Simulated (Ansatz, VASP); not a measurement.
**Two plane-wave programs on NiRu**

INCAR

```
SYSTEM = NiRu
PREC     = Accurate       ! precision mode
ENCUT    = 520            ! plane-wave cutoff, eV
EDIFF    = 1E-7           ! SCF threshold, eV
ISMEAR   = 0              ! smearing method
SIGMA    = 0.1            ! smearing width, eV
LREAL    = .FALSE.        ! projectors in reciprocal space
LASPH    = .TRUE.         ! aspherical terms in the spheres
NELM     = 150            ! most SCF steps
ALGO     = Fast           ! electronic algorithm
ISIF     = 2              ! what is computed and relaxed
LWAVE    = .FALSE.        ! write WAVECAR
LCHARG   = .TRUE.         ! write CHGCAR
ISPIN    = 2              ! spin polarisation
MAGMOM   = 1 0            ! initial moments
LORBIT   = 11             ! projections on sites
LMAXMIX  = 4              ! l up to which the mixer works
GGA      = PE             ! functional
LELF     = .TRUE.         ! ELF
LVHAR    = .TRUE.       
NBANDS   = 23             ! bands
```

The input KPOINTS:

```
regular mesh
0
G
  6 6 6
  0 0 0
```

POSCAR

```
NiRu
1.0
    2.6217962034      0.0000000000      0.0000000000
    0.0000000000      2.6217962034      0.0000000000
    0.0000000000      0.0000000000      3.5656428367
Ni Ru
1 1
Direct
    0.0000000000      0.0000000000      0.0000000000
    0.5000000000      0.5000000000      0.5000000000
```

Input for Ansatz:

```yaml
crystal:
  lattice:
    - [2.6217962034, 0.0, 0.0]
    - [0.0, 2.6217962034, 0.0]
    - [0.0, 0.0, 3.5656428367]
  atoms:
    - { symbol: Ni, position: [0.0, 0.0, 0.0], spin: 1.0 }
    - { symbol: Ru, position: [0.5, 0.5, 0.5] }
basis:
  ecutwfc: 420
kpoints:
  mp_grid: { grid: [6, 6, 6] }
hamiltonian:
  xc: pbe
scf:
  occupations: { method: gaussian, width: 0.1 }
  lower_state_search: "off"
output:
  forces: true
  stress: true
  eigenvalues: true
  populations: true
magnetization:
  spin_polarized: true
```

The cell was built by a generator and needn't be a form met in nature.

Alike in both runs: task single point; functional PBE; k mesh 6 × 6 × 6; occupations gaussian, width 0.1 eV; collinear spin.

```csv
,VASP,Ansatz
version,VASP 6.6.1,Ansatz 0.2.0
potentials or method,"VASP PAW PBE potentials, release 64 (Ni, Ru_pv)","scalar-relativistic, plane waves, PAW"
plane-wave cutoff (eV),520,420
valence electrons in the cell,24,34
```

|  | VASP | Ansatz | Ansatz less VASP |
| --- | --- | --- | --- |
| gap on the k mesh at the Fermi level (eV) | none | none | - |
| pressure (GPa) | 3.8 | 3.9 | +0.13 |
| largest component of the traceless stress (GPa) | 1.53 | 1.69 | +0.157 |
| net moment per atom (μB) | 0.03 | 0.00 | -0.027 |
| size of the moment on the site where the two differ most (μB) | 0.04 | 0.00 | -0.043 |

Site moments also hang on the region over which each program counts them. A gap of «none» marks a metal or a gap that the smearing closes. The functional is the same, so the differences come from potentials, cutoffs and numerics. The two sets of potentials don't hold the same shells in valence. Ansatz warned: «seeded_moment_not_kept».

Caveats: the k mesh is coarse (spacing up to 0.40 Å⁻¹), so the values aren't converged.
